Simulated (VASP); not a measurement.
Data:

```yaml
crystal:
  lattice:
    - [4.86832, -8.43217, 0.00000]
    - [4.86832, 8.43217, 0.00000]
    - [0.00000, 0.00000, 10.55628]
  atoms:
    - { symbol: Ga, position: [0.22204, 0.11086, 0.24957] }
    - { symbol: Ga, position: [0.11114, 0.22201, 0.99981] }
    - { symbol: Ga, position: [0.22170, 0.11023, 0.75068] }
    - { symbol: Ga, position: [0.11014, 0.21969, 0.50065] }
    - { symbol: Ga, position: [0.22247, 0.44471, 0.24825] }
    - { symbol: Ga, position: [0.11106, 0.55567, 0.99975] }
    - { symbol: Ga, position: [0.21961, 0.44285, 0.74998] }
    - { symbol: Ga, position: [0.10999, 0.55677, 0.50095] }
    - { symbol: Ga, position: [0.22205, 0.77773, 0.24976] }
    - { symbol: Ga, position: [0.11101, 0.88875, 0.00004] }
    - { symbol: Ga, position: [0.22191, 0.77773, 0.75078] }
    - { symbol: Ga, position: [0.11079, 0.88847, 0.50013] }
    - { symbol: Ga, position: [0.55603, 0.11135, 0.24963] }
    - { symbol: Ga, position: [0.44422, 0.22214, 0.99994] }
    - { symbol: Ga, position: [0.55560, 0.11092, 0.75064] }
    - { symbol: Ga, position: [0.44248, 0.21933, 0.50085] }
    - { symbol: Ga, position: [0.55508, 0.44461, 0.24835] }
    - { symbol: Ga, position: [0.44441, 0.55551, 0.99941] }
    - { symbol: Ga, position: [0.55608, 0.44280, 0.74989] }
    - { symbol: Ga, position: [0.55531, 0.77717, 0.24832] }
    - { symbol: Ga, position: [0.44424, 0.88873, 0.00004] }
    - { symbol: Ga, position: [0.55620, 0.77946, 0.74997] }
    - { symbol: Ga, position: [0.44276, 0.88896, 0.50078] }
    - { symbol: Ga, position: [0.88853, 0.11118, 0.24953] }
    - { symbol: Ga, position: [0.77775, 0.22225, 0.99973] }
    - { symbol: Ga, position: [0.88860, 0.11104, 0.75060] }
    - { symbol: Ga, position: [0.77758, 0.22199, 0.50062] }
    - { symbol: Ga, position: [0.88850, 0.44410, 0.24961] }
    - { symbol: Ga, position: [0.77762, 0.55558, 0.00004] }
    - { symbol: Ga, position: [0.88844, 0.44403, 0.75068] }
    - { symbol: Ga, position: [0.77918, 0.55655, 0.50088] }
    - { symbol: Ga, position: [0.88918, 0.77796, 0.24981] }
    - { symbol: Ga, position: [0.77771, 0.88870, 0.99980] }
    - { symbol: Ga, position: [0.88880, 0.77748, 0.75078] }
    - { symbol: Ga, position: [0.77933, 0.88884, 0.50103] }
    - { symbol: N, position: [0.22178, 0.11054, 0.43800] }
    - { symbol: N, position: [0.11120, 0.22266, 0.18884] }
    - { symbol: N, position: [0.22219, 0.11103, 0.93858] }
    - { symbol: N, position: [0.11090, 0.22171, 0.68821] }
    - { symbol: N, position: [0.22871, 0.44761, 0.44013] }
    - { symbol: N, position: [0.11109, 0.55526, 0.18877] }
    - { symbol: N, position: [0.22261, 0.44456, 0.93744] }
    - { symbol: N, position: [0.11086, 0.55540, 0.68852] }
    - { symbol: N, position: [0.22194, 0.77743, 0.43819] }
    - { symbol: N, position: [0.11115, 0.88884, 0.18837] }
    - { symbol: N, position: [0.22227, 0.77773, 0.93864] }
    - { symbol: N, position: [0.11064, 0.88834, 0.68834] }
    - { symbol: N, position: [0.55563, 0.11080, 0.43813] }
    - { symbol: N, position: [0.44466, 0.22266, 0.18892] }
    - { symbol: N, position: [0.55532, 0.11095, 0.93867] }
    - { symbol: N, position: [0.44395, 0.22158, 0.68835] }
    - { symbol: N, position: [0.55142, 0.44723, 0.44018] }
    - { symbol: N, position: [0.44423, 0.55547, 0.18769] }
    - { symbol: N, position: [0.55514, 0.44459, 0.93735] }
    - { symbol: N, position: [0.44391, 0.55500, 0.68190] }
    - { symbol: N, position: [0.55164, 0.76999, 0.44011] }
    - { symbol: N, position: [0.44473, 0.88865, 0.18899] }
    - { symbol: N, position: [0.55513, 0.77712, 0.93744] }
    - { symbol: N, position: [0.44412, 0.88853, 0.68831] }
    - { symbol: N, position: [0.88829, 0.11065, 0.43808] }
    - { symbol: N, position: [0.77781, 0.22229, 0.18811] }
    - { symbol: N, position: [0.88893, 0.11099, 0.93853] }
    - { symbol: N, position: [0.77758, 0.22202, 0.68862] }
    - { symbol: N, position: [0.88825, 0.44387, 0.43815] }
    - { symbol: N, position: [0.77712, 0.55543, 0.18901] }
    - { symbol: N, position: [0.88882, 0.44461, 0.93859] }
    - { symbol: N, position: [0.77736, 0.55531, 0.68838] }
    - { symbol: N, position: [0.88852, 0.77738, 0.43825] }
    - { symbol: N, position: [0.77729, 0.88860, 0.18876] }
    - { symbol: N, position: [0.88869, 0.77762, 0.93874] }
    - { symbol: N, position: [0.77746, 0.88850, 0.68856] }
    - { symbol: Ge, position: [0.44375, 0.55472, 0.49980] }
```
Cell charge -1.

Method: HSE06 screened hybrid, VASP's PBE PAW potentials (set 64) (plane waves; VASP 6.6.1). Numerical set-up: PREC = Normal, LREAL = Auto, ISYM = 0, NELECT = 290.0, EDIFF = 1E-5, 400 eV cut-off, 1×1×1 Γ-centred mesh, Gaussian smearing of 0.050 eV, potentials Ga N Ge.

The cell is charged, with a uniform compensating background. The supercell is sampled at Γ alone, which is coarse: total energies, pressure and levels can be off, energies of defects by several tenths of an eV.

What does the run give for the energy per atom (σ→0)?

* **energy per atom (σ→0)**: -7.277 eV/atom

Total energies compare only between runs with the same potentials, cut-off and functional.

The cell is a supercell with a defect, built from GaN (wurtzite): Ge_Ga, charge -1. The cell's shape comes from a PBE relaxation. The run is not spin-polarised, so no state with unpaired spins was tried.
